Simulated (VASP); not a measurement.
Output of a VASP run:

**OSZICAR**
```
       N       E                     dE             d eps       ncg     rms          rms(c)
DAV:   1     0.951533785944E+01    0.95153E+01   -0.53828E+03   960   0.101E+03
DAV:   2    -0.182155380274E+02   -0.27731E+02   -0.27232E+02  1224   0.173E+02
DAV:   3    -0.184147243354E+02   -0.19919E+00   -0.19919E+00  1040   0.183E+01
DAV:   4    -0.184149087445E+02   -0.18441E-03   -0.18441E-03  1216   0.485E-01
DAV:   5    -0.184149088361E+02   -0.91604E-07   -0.91603E-07   712   0.757E-03    0.670E+00
DAV:   6    -0.175376564130E+02    0.87725E+00   -0.34323E+00  1136   0.136E+01    0.329E+00
DAV:   7    -0.174641380130E+02    0.73518E-01   -0.95045E-02  1160   0.301E+00    0.191E+00
DAV:   8    -0.174495040662E+02    0.14634E-01   -0.41648E-02  1024   0.187E+00    0.193E-01
DAV:   9    -0.174497192087E+02   -0.21514E-03   -0.55582E-04   624   0.257E-01
   1 F= -.17449719E+02 E0= -.17449719E+02  d E =-.353247E-17
```

### OUTCAR
```
------------------------ aborting loop because EDIFF is reached ----------------------------------------
  FORCE on cell =-STRESS in cart. coord.  units (eV):
  Direction    XX          YY          ZZ          XY          YZ          ZX
  --------------------------------------------------------------------------------------
  Total        0.2173452      0.2173452      0.2173452      0.0000000     -0.0000000      0.0000000
  in kB       29.4846355     29.4846355     29.4846355      0.0000000     -0.0000000      0.0000000
  external PRESSURE =      29.4846355 kB  Pullay stress =       0.0000000 kB
  volume of cell :       11.81
      direct lattice vectors                 reciprocal lattice vectors
     0.000000000  1.807500000  1.807500000    -0.276625173  0.276625173  0.276625173
     1.807500000  0.000000000  1.807500000     0.276625173 -0.276625173  0.276625173
     1.807500000  1.807500000  0.000000000     0.276625173  0.276625173 -0.276625173
  FREE ENERGIE OF THE ION-ELECTRON SYSTEM (eV)
  ---------------------------------------------------
  free  energy   TOTEN  =       -17.4497192087 eV

  energy  without entropy=      -17.4497192087  energy(sigma->0) =      -17.44971921
```
(Selected blocks of OUTCAR.)

POSCAR:
```
BN
1
    0.0000000000     1.8075000000     1.8075000000
    1.8075000000     0.0000000000     1.8075000000
    1.8075000000     1.8075000000     0.0000000000
B N
1 1
Direct
  0.0000000000   0.0000000000   0.0000000000
  0.2500000000   0.2500000000   0.2500000000
```

Task: Write an INCAR and KPOINTS that could have produced this output.

Result: Several could match; the one computed here: the input of the run itself, PBE GGA, plane waves, VASP's PBE PAW potentials (set 64).

KPOINTS:
```
Automatic mesh
0
Gamma
11 11 11
0 0 0
```

### INCAR
```
SYSTEM = BN
PREC = Accurate; ENCUT = 520; LREAL = .False.
LASPH = .True.
EDIFF = 1E-3; NELM = 100; ALGO = Normal
ISMEAR = 0; SIGMA = 0.05
GGA = PE
ISIF = 2
LWAVE = .False.; LCHARG = .False.
```

POTCAR, in this order: B N (PBE.64 set). Program: vasp_std.

The compound is BN in the zinc blende structure. The cell was not relaxed at this level. The run is one of a series of settings (EDIFF = 1E-3 against the base run), some of them coarse on purpose.
